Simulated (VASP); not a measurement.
Given:

```yaml
crystal:
  lattice:
    - [0.00000, 2.35316, 2.35316]
    - [2.35316, 0.00000, 2.35316]
    - [2.35316, 2.35316, 0.00000]
  atoms:
    - { symbol: Zr, position: [0.00000, 0.00000, 0.00000] }
    - { symbol: C, position: [0.50000, 0.50000, 0.50000] }
```

The numbers are results of r2SCAN+rVV10, VASP's PBE PAW potentials (set 64) (plane waves; VASP), not measurements. Settings: 520 eV cut-off, 15×15×15 Γ-centred mesh, tetrahedra with Blöchl corrections, potentials Zr_sv C.

Q: Predict the energy per atom (σ→0), band gap (over mesh and band path) with the smallest direct gap where there is one.

A: 
The band gap (over mesh and band path) comes out as none (metal, semimetal or under 0.01 eV) and the energy per atom (σ→0) is -17.244 eV/atom.

The compound is ZrC in the rock salt structure. It was relaxed first.
